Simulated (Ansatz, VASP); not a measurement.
# Si64Ge7 (amorphous Si0.9Ge0.1): VASP beside Ansatz

Aim: how closely do two programs agree when they are given the same cell, functional and k mesh? Of the first pair: The cell is taken from a series of runs on this material, whose earlier steps may have relaxed, scaled, displaced or heated it; both programs get it as it stands.

Main program and level: Ansatz 0.2.0; plane waves, with VASP 6.6.1 beside it; PBEsol.

**1. The starting structure**

The cell holds 71 atoms: 64 Si and 7 Ge. Cell: a = 11.462 Å, b = 11.462 Å, c = 11.462 Å, α = 90.0°, β = 90.0°, γ = 90.0°. As first built, before any earlier steps moved the atoms or strained the cell (in the runner's words): 71 atoms (64 Si, 7 Ge) placed at random at 2.54 g/cm^3, melted at 3500 K for 10 ps at fixed volume with the Tersoff potential (Tersoff, Phys. Rev. B 39, 5566 (1989)). Quenched from 3500 K to 300 K at 100 K/ps and fixed volume, held 5 ps.

**2. Ansatz: single point, PBEsol, pair 1**

Ansatz runs on its default PAW (the set named soft_2) files.

A single point takes one fixed geometry, so differences don't come from the geometry; what else differs is listed under the comparison.

Input file input.yaml:

```yaml
crystal:
  lattice:
    - [11.4616, 0.0, 0.0]
    - [0.0, 11.4616, 0.0]
    - [0.0, 0.0, 11.4616]
  atoms:
    - { symbol: Si, position: [0.02413, 0.66637, 0.88462] }
    - { symbol: Si, position: [0.488, 0.76185, 0.5122] }
    - { symbol: Si, position: [0.06681, 0.3376, 0.22424] }
    - { symbol: Si, position: [0.59847, 0.56246, 0.91641] }
    - { symbol: Si, position: [0.74813, 0.54738, 0.51892] }
    - { symbol: Si, position: [0.50182, 0.79284, 0.11775] }
    - { symbol: Si, position: [0.58356, 0.97429, 0.04151] }
    - { symbol: Si, position: [0.32502, 0.61986, 0.48732] }
    - { symbol: Si, position: [0.26723, 0.47708, 0.99737] }
    - { symbol: Si, position: [0.48601, 0.50874, 0.26478] }
    - { symbol: Si, position: [0.90057, 0.92195, 0.64656] }
    - { symbol: Si, position: [0.25348, 0.24321, 0.2428] }
    - { symbol: Si, position: [0.19792, 0.09512, 0.08873] }
    - { symbol: Si, position: [0.05341, 0.1305, 0.43326] }
    - { symbol: Si, position: [0.6916, 0.24231, 0.92965] }
    - { symbol: Si, position: [0.8128, 0.83435, 0.17186] }
    - { symbol: Si, position: [0.43303, 0.21406, 0.50356] }
    - { symbol: Si, position: [0.5795, 0.4439, 0.43808] }
    - { symbol: Si, position: [0.1329, 0.93996, 0.41804] }
    - { symbol: Si, position: [0.50971, 0.25565, 0.01926] }
    - { symbol: Si, position: [0.95361, 0.125, 0.61986] }
    - { symbol: Si, position: [0.11538, 0.94209, 0.82281] }
    - { symbol: Si, position: [0.04635, 0.20769, 0.97777] }
    - { symbol: Si, position: [0.85556, 0.16008, 0.04111] }
    - { symbol: Si, position: [0.28996, 0.60323, 0.28233] }
    - { symbol: Si, position: [0.33812, 0.36042, 0.74148] }
    - { symbol: Si, position: [0.79985, 0.9594, 0.00419] }
    - { symbol: Si, position: [0.61146, 0.60331, 0.12818] }
    - { symbol: Si, position: [0.90804, 0.62165, 0.37989] }
    - { symbol: Si, position: [0.31869, 0.92636, 0.31788] }
    - { symbol: Si, position: [0.39949, 0.11684, 0.30732] }
    - { symbol: Si, position: [0.09366, 0.51606, 0.33021] }
    - { symbol: Si, position: [0.40291, 0.42493, 0.54759] }
    - { symbol: Si, position: [0.50974, 0.84914, 0.32957] }
    - { symbol: Si, position: [0.07499, 0.40776, 0.02847] }
    - { symbol: Si, position: [0.46764, 0.09262, 0.66808] }
    - { symbol: Si, position: [0.7593, 0.43876, 0.90052] }
    - { symbol: Si, position: [0.91229, 0.53365, 0.00612] }
    - { symbol: Si, position: [0.08934, 0.15295, 0.78315] }
    - { symbol: Si, position: [0.75948, 0.94806, 0.79657] }
    - { symbol: Si, position: [0.80118, 0.43956, 0.69748] }
    - { symbol: Si, position: [0.72097, 0.13683, 0.32526] }
    - { symbol: Si, position: [0.4397, 0.42503, 0.89832] }
    - { symbol: Si, position: [0.03262, 0.61541, 0.56443] }
    - { symbol: Si, position: [0.56229, 0.12713, 0.1906] }
    - { symbol: Si, position: [0.17421, 0.45536, 0.52194] }
    - { symbol: Si, position: [0.45833, 0.74059, 0.91165] }
    - { symbol: Si, position: [0.38011, 0.07026, 0.97502] }
    - { symbol: Si, position: [0.05592, 0.78681, 0.69039] }
    - { symbol: Si, position: [0.66688, 0.71968, 0.58959] }
    - { symbol: Si, position: [0.28739, 0.7777, 0.17053] }
    - { symbol: Si, position: [0.81574, 0.61433, 0.17835] }
    - { symbol: Si, position: [0.22566, 0.25435, 0.45835] }
    - { symbol: Si, position: [0.11467, 0.90183, 0.15317] }
    - { symbol: Si, position: [0.12996, 0.36173, 0.73074] }
    - { symbol: Si, position: [0.66969, 0.12026, 0.74723] }
    - { symbol: Si, position: [0.22115, 0.80427, 0.56489] }
    - { symbol: Si, position: [0.31216, 0.16279, 0.79408] }
    - { symbol: Si, position: [0.78488, 0.24162, 0.63516] }
    - { symbol: Si, position: [0.64734, 0.24966, 0.47364] }
    - { symbol: Si, position: [0.99266, 0.50774, 0.73119] }
    - { symbol: Si, position: [0.82649, 0.81668, 0.48369] }
    - { symbol: Si, position: [0.98631, 0.83012, 0.30818] }
    - { symbol: Si, position: [0.6553, 0.7524, 0.79731] }
    - { symbol: Ge, position: [0.39022, 0.89566, 0.65502] }
    - { symbol: Ge, position: [0.2324, 0.68851, 0.97519] }
    - { symbol: Ge, position: [0.99556, 0.86913, 0.97766] }
    - { symbol: Ge, position: [0.31004, 0.88157, 0.86225] }
    - { symbol: Ge, position: [0.91511, 0.18644, 0.2588] }
    - { symbol: Ge, position: [0.38195, 0.36698, 0.15006] }
    - { symbol: Ge, position: [0.70972, 0.92377, 0.34] }
kpoints:
  mp_grid: { grid: [1, 1, 1] }
hamiltonian:
  xc: pbesol
scf:
  occupations: { method: gaussian, width: 0.025 }
output:
  forces: true
  stress: true
  populations: true
  dos:
    method: { smearing: { sigma: 0.15 } }
    de: 0.1
    projected: { site_lists: { Ge: [Ge], Si: [Si] } }
  eigenvalues: true
```

The run is started by

```console
ansatz run input.yaml --threads 4 --pin off --max-ram 8192MiB --backend cpu --events-out ev --progress --plain --runs-dir out
```

Numbers of over 12 decimals in the logs are rounded to 6 here.

The program printed:

```text
Engine: ansatz 0.2.0, aarch64-unknown-linux-gnu
Pseudopotentials: kind: paw
Pseudopotential: Si, paw, valence charge 4, recommended cutoff 420 eV (normal), Si.paw.azcp
Pseudopotential: Ge, paw, valence charge 14, recommended cutoff 420 eV (normal), Ge.paw.azcp
Functional definition: PBEsol
  exchange = pbesol_x
  correlation = pbesol_c
Crystal: 71 atoms, lattice volume = 1505.691 Å³
Basis set: ecut = 420 eV, 29423 PW (Γ), exchange–correlation on 160×160×160 points (8 copies of the dense FFT grid, shifted against one another)
Bands: 248, of which v1, the nominal top of the filled ones, is band 177 counted from 1 (176 counted from 0)
Symmetry: 1 space group operations
Space group: P1 (ITA 1), of the structure as read, at distance tolerance 1.1e-4 Å
k-points: 1
Non-local potential: Si, projectors of the file, l = 0: 2, l = 1: 2, l = 2: 2
Non-local potential: Ge, projectors of the file, l = 0: 2, l = 1: 2, l = 2: 3, l = 3: 1
PAW form: soft (Blöchl's): semilocal exchange-correlation on the pseudo side does not see the compensation charge
PAW frozen core: Si, regenerated for the run's functional, and the local potential with it (the file was generated under x = pbe(κ = 0.804, μ = 0.219515), c = pbe(β = 0.066725))
PAW frozen core: Ge, regenerated for the run's functional, and the local potential with it (the file was generated under x = pbe(κ = 0.804, μ = 0.219515), c = pbe(β = 0.066725))
PAW one-centre angular grid: Si, 110 points (default); XC on 64 Gauss nodes
PAW one-centre angular grid: Ge, 590 points (default); XC on 64 Gauss nodes
Initial density: superposition of atomic densities (neutral atoms: chi_scale 0, normalization atom), corrected by the library's trained network
Initial wavefunctions: pseudopotential atomic-orbital guess
Functional: x = pbesol(κ = 0.804, μ = 0.123457), c = pbesol(β = 0.046)
SCF iter   1: F=—  HF=-69522.189146 eV  |F-HF|=—  |Δ(HF+E_count)|=         —  Δρ=5.11e-3  dr2=1.20e0  ethr=1.77e-3  ⟨swp⟩=6.0  Hψ=1089  notcnv=0  defer=28
preconditioner: auto → LDOS  [insulator: Δε(μ)=0.073 eV  Ē_g=7.280 eV  σ=0.025 eV  W_gap=0.96  n_scr=250 (ndim 8)  ℏωp=16.1 eV  f_vac=0.011  D(μ)=10.71/eV (n_scr^D=32)  ε∞_Penn≈5.9  β→1.0]
SCF iter   2: F=—  HF=-69522.054127 eV  |F-HF|=—  |Δ(HF+E_count)|=   1.35e-1  Δρ=2.82e-3  dr2=5.34e-1  ethr=3.39e-4  ⟨swp⟩=4.0  Hψ=437  notcnv=0  defer=65
SCF iter   3: F=—  HF=-69521.979557 eV  |F-HF|=—  |Δ(HF+E_count)|=   7.46e-2  Δρ=8.04e-4  dr2=3.37e-2  ethr=1.51e-4  ⟨swp⟩=3.0  Hψ=283  notcnv=0  defer=65
SCF iter   4: F=—  HF=-69521.975572 eV  |F-HF|=—  |Δ(HF+E_count)|=   3.98e-3  Δρ=2.43e-4  dr2=2.77e-3  ethr=9.52e-6  ⟨swp⟩=2.0  Hψ=308  notcnv=0  defer=65
SCF iter   5: F=—  HF=-69521.975218 eV  |F-HF|=—  |Δ(HF+E_count)|=   3.54e-4  Δρ=1.04e-4  dr2=4.66e-4  ethr=7.83e-7  ⟨swp⟩=2.0  Hψ=360  notcnv=0  defer=65
SCF iter   6: F=—  HF=-69521.975165 eV  |F-HF|=—  |Δ(HF+E_count)|=   5.29e-5  Δρ=4.65e-5  dr2=1.14e-4  ethr=1.32e-7  ⟨swp⟩=2.0  Hψ=361  notcnv=0  defer=65
SCF iter   7: F=—  HF=-69521.975139 eV  |F-HF|=—  |Δ(HF+E_count)|=   2.60e-5  Δρ=2.07e-5  dr2=2.06e-5  ethr=3.22e-8  ⟨swp⟩=2.0  Hψ=360  notcnv=0  defer=65
SCF iter   8: F=—  HF=-69521.975122 eV  |F-HF|=—  |Δ(HF+E_count)|=   1.73e-5  Δρ=9.09e-6  dr2=3.84e-6  ethr=5.83e-9  ⟨swp⟩=2.0  Hψ=425  notcnv=0  defer=65
SCF iter   9: F=—  HF=-69521.975122 eV  |F-HF|=—  |Δ(HF+E_count)|=   4.66e-7  Δρ=4.07e-6  dr2=8.32e-7  ethr=1.08e-9  ⟨swp⟩=2.0  Hψ=360  notcnv=0  defer=65
SCF iter  10: F=—  HF=-69521.975122 eV  |F-HF|=—  |Δ(HF+E_count)|=   9.66e-8  Δρ=2.02e-6  dr2=1.75e-7  ethr=2.35e-10  ⟨swp⟩=2.0  Hψ=360  notcnv=0  defer=65
SCF iter  11: F=-69521.975122 eV  HF=-69521.975122 eV  |F-HF|=3.63e-8  |Δ(HF+E_count)|=   2.36e-8  Δρ=9.77e-7  dr2=4.56e-8  ethr=2.82e-11  ⟨swp⟩=14.0  Hψ=1310  notcnv=0
SCF 1 converged in 11 iterations: F = -69521.975122 eV  dr2 = 4.56e-8
  greatest PAW one-centre occupation: 0.998 electrons in one spin orbital (limit 2), on the Ge atom at site 69 (counted from 0), in its partial waves of l = 2
SCF converged after 11 iterations
Free energy (F): -69521.975122 eV
Harris-Foulkes:  -69521.975122 eV  (|F-HF|=3.63e-8)
Internal energy: -69521.960495 eV  (E = F + TS)
E sigma→0 (E₀):  -69521.967808 eV
Entropy (-TS):   -0.014626 eV (-0.206 meV/atom)
Fermi energy:    6.072049 eV
--- Per-component energies (eV) ---
  E_band       = -997.586532
  E_kinetic    = 3290.994144
  E_local      = -25960.941689  (includes V_loc(G=0)·N_el)
  E_nonlocal   = 4580.382676
  E_hartree    = 11412.567332
  E_xc         = -3998.798171
  E_vxc        = -3415.338048  (∫ρ·V_xc dr)
  E_paw        = -45758.239703  (= ΣΔE_a)
  E_vpaw       = -2317.824809  (= ΣTr[D̂ρ^β])
  E_aug_tail   = 0.002546  (compensation charges beyond the density's cutoff)
  E_ewald      = -13096.373065
  E_core_change = 8.445436  (= ΣΔE_core)
  E_smearing   = -0.014626  (= −TS)
  E_closure    = -0.000000  (closes the sum)
  Σ components = -69521.975122   (vs F -69521.975122, Δ=0.00e0)
--- Forces (eV/Å), atoms counted from 1 ---
  atom   1  Si     0.20022420     0.23565178    -0.34187266
  atom   2  Si    -0.41608069    -0.30280335     0.00498495
  atom   3  Si    -0.09890841     0.67438456     0.04257979
  atom   4  Si    -0.56831041     0.31494735     0.56013068
  atom   5  Si    -0.27858756    -0.53147450     0.07742158
  atom   6  Si    -0.02943705    -0.21208134     0.30484934
  atom   7  Si    -0.96180734     0.06824003     0.50189898
  atom   8  Si    -0.19776393     1.44499761     0.40715612
  atom   9  Si     0.10837325     0.24309838     0.79096578
  atom  10  Si    -0.44977195     0.05450522    -0.40732099
  atom  11  Si     0.24182712    -0.00109833    -0.19154924
  atom  12  Si    -1.49932663    -0.20379831     0.06727060
  atom  13  Si    -0.01478905     0.00697990     0.24399781
  atom  14  Si     0.08311648     0.10999861     0.08509328
  atom  15  Si     0.64207263    -0.03773858    -0.05079605
  atom  16  Si     0.24589190    -0.45966784     0.51170472
  atom  17  Si     0.32905251    -0.99164531    -0.51716411
  atom  18  Si     0.81594275     0.09382770     0.46603157
  atom  19  Si     0.35792181    -0.76103103    -0.01419001
  atom  20  Si    -0.93624509    -0.79938048     0.12155809
  atom  21  Si     0.20371107    -0.68470332    -0.17467940
  atom  22  Si    -0.20687643     0.13582562    -0.17227890
  atom  23  Si     0.23284105    -0.27587430    -0.40638489
  atom  24  Si    -0.04337372    -0.84123737     0.22248732
[...]
atom  64  Si    -0.58470040     0.53136638     0.06270166
  atom  65  Ge     0.22562717    -0.21179494    -0.25029414
  atom  66  Ge    -0.28915639    -0.28376047    -0.28714845
  atom  67  Ge     0.15541581    -0.33352633     0.09541664
  atom  68  Ge     0.11356889     0.76001845     0.06270069
  atom  69  Ge     0.13608391    -0.12687519    -0.17098352
  atom  70  Ge     0.28370469     0.74773414    -0.48037371
  atom  71  Ge     0.07640128    -0.23332447    -0.35480730
  max |Σ_I F_I| component: 1.59e-5 eV/Å
--- Stress (GPa, compression-positive) ---
       -3.785625       0.171245      -0.643647
        0.171245      -3.851253      -0.006219
       -0.643647      -0.006219      -2.446604
  P = ⅓ Tr σ = -3.3612 GPa (-33.612 kbar)
--- Band table (eV) ---
  k-point 0: bands = [... 173 lower, 5.8048, 5.9329, 5.9854, 6.0518, 6.0923, 6.1916, 6.2381, 6.3079, ... 67 higher]
--- Löwdin populations: 71 sites ---
  site symbol       q [e]
     0     Si      3.9566
     1     Si      3.8896
     2     Si      3.9060
     3     Si      3.9559
     4     Si      3.9918
     5     Si      3.9797
     6     Si      3.9803
     7     Si      4.0106
     8     Si      3.9489
     9     Si      3.9332
    10     Si      3.9452
    11     Si      4.0048
    12     Si      3.9499
    13     Si      3.9582
    14     Si      3.9582
    15     Si      3.9027
    16     Si      3.9895
    17     Si      3.9386
    18     Si      3.9214
    19     Si      3.9825
    20     Si      3.9351
    21     Si      3.8848
    22     Si      3.9301
    23     Si      3.9551
[...]
63     Si      3.9933
    64     Ge     14.0222
    65     Ge     13.9554
    66     Ge     14.0620
    67     Ge     14.0063
    68     Ge     14.0731
    69     Ge     13.9844
    70     Ge     14.0279
  spilling = 0.009494 (of n_electrons = 354.000000)
```

The column dr2 measures how far the density is from self-consistency, as an energy; F and HF (Harris–Foulkes) agree once it is small.

[end of part 1 of 4]

[Lines on the potential files, build, host, timing and source positions are cut from VASP's logs without a mark.]

[Logs are printed without paths, hosts, clocks, repeated set-up lines and the standing remarks that a program may print on its own settings, such as how far it seeks lower states.]

[Hosts, paths, dates, database ids (printed as entryN), source tags and the programs' standing remarks are cut or masked in the printed files.]
